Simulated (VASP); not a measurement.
Output of a VASP run:

**OSZICAR**
```
       N       E                     dE             d eps       ncg     rms          rms(c)
DAV:   1     0.813548925839E+02    0.81355E+02   -0.78757E+03  3209   0.145E+03
DAV:   2    -0.858701904385E+01   -0.89942E+02   -0.86517E+02  3429   0.335E+02
DAV:   3    -0.101576347940E+02   -0.15706E+01   -0.15580E+01  3567   0.440E+01
DAV:   4    -0.101653760676E+02   -0.77413E-02   -0.77408E-02  3478   0.343E+00
DAV:   5    -0.101654410277E+02   -0.64960E-04   -0.64960E-04  3559   0.309E-01    0.207E+01
DAV:   6    -0.973790134590E+01    0.42754E+00   -0.48694E-01  3373   0.929E+00    0.845E+00
DAV:   7    -0.963140947084E+01    0.10649E+00   -0.24679E-01  3514   0.622E+00    0.519E-01
DAV:   8    -0.962828694258E+01    0.31225E-02   -0.42553E-03  3253   0.962E-01    0.128E-01
DAV:   9    -0.962832571215E+01   -0.38770E-04   -0.40238E-05  3626   0.854E-02    0.724E-02
DAV:  10    -0.962831890485E+01    0.68073E-05   -0.21592E-05  3367   0.729E-02    0.800E-03
DAV:  11    -0.962831927340E+01   -0.36856E-06   -0.20375E-07  3110   0.657E-03    0.805E-04
DAV:  12    -0.962831914829E+01    0.12512E-06   -0.29729E-08  1898   0.211E-03    0.287E-04
DAV:  13    -0.962831914770E+01    0.58844E-09   -0.11101E-09  1679   0.524E-04
   1 F= -.96283191E+01 E0= -.96280597E+01  d E =-.778439E-03
```

### OUTCAR
```
------------------------ aborting loop because EDIFF is reached ----------------------------------------
  FORCE on cell =-STRESS in cart. coord.  units (eV):
  Direction    XX          YY          ZZ          XY          YZ          ZX
  --------------------------------------------------------------------------------------
  Total        0.9131245      0.9131245      0.9131245      0.0000000     -0.0000000      0.0000000
  in kB       93.2774859     93.2774859     93.2774859      0.0000000     -0.0000000      0.0000000
  external PRESSURE =      93.2774859 kB  Pullay stress =       0.0000000 kB
  volume of cell :       15.68
      direct lattice vectors                 reciprocal lattice vectors
    -1.576889439  1.576889439  1.576889439     0.000000000  0.317079934  0.317079934
     1.576889439 -1.576889439  1.576889439     0.317079934  0.000000000  0.317079934
     1.576889439  1.576889439 -1.576889439     0.317079934  0.317079934  0.000000000
 POSITION                                       TOTAL-FORCE (eV/Angst)
 -----------------------------------------------------------------------------------
      0.00000      0.00000      0.00000        -0.000000      0.000000      0.000000
 -----------------------------------------------------------------------------------
    total drift:                                0.000000     -0.000000     -0.000000
  FREE ENERGIE OF THE ION-ELECTRON SYSTEM (eV)
  ---------------------------------------------------
  free  energy   TOTEN  =        -9.6283191477 eV

  energy  without entropy=       -9.6275407085  energy(sigma->0) =       -9.62805967
```
(Selected blocks of OUTCAR.)

**POSCAR**
```
W
1
   -1.5768894392     1.5768894392     1.5768894392
    1.5768894392    -1.5768894392     1.5768894392
    1.5768894392     1.5768894392    -1.5768894392
W
1
Direct
  0.0000000000   0.0000000000   0.0000000000
```

### Question
Write an INCAR and KPOINTS that could have produced this output.

### Answer
This is not unique; one that fits is the input of the run itself, optB88-vdW, plane waves, VASP's PBE PAW potentials (set 64).

**INCAR**
```
SYSTEM = W
PREC = Accurate; ENCUT = 520; LREAL = .FALSE.
LASPH = .TRUE.
EDIFF = 1E-7; NELM = 100; ALGO = Normal
LMAXMIX = 6
ISMEAR = 1; SIGMA = 0.1
GGA = BO; LUSE_VDW = .TRUE.; AGGAC = 0.0
PARAM1 = 0.1833333333; PARAM2 = 0.22
ISIF = 2
LWAVE = .FALSE.; LCHARG = .FALSE.
```

### KPOINTS
```
Automatic mesh
0
Gamma
16 16 16
0 0 0
```

POTCAR, in this order: W_sv (PBE.64 set). Program: vasp_std.

The compound is W in the bcc structure. This cell is one point of a volume scan, at 0.97 of the reference volume.
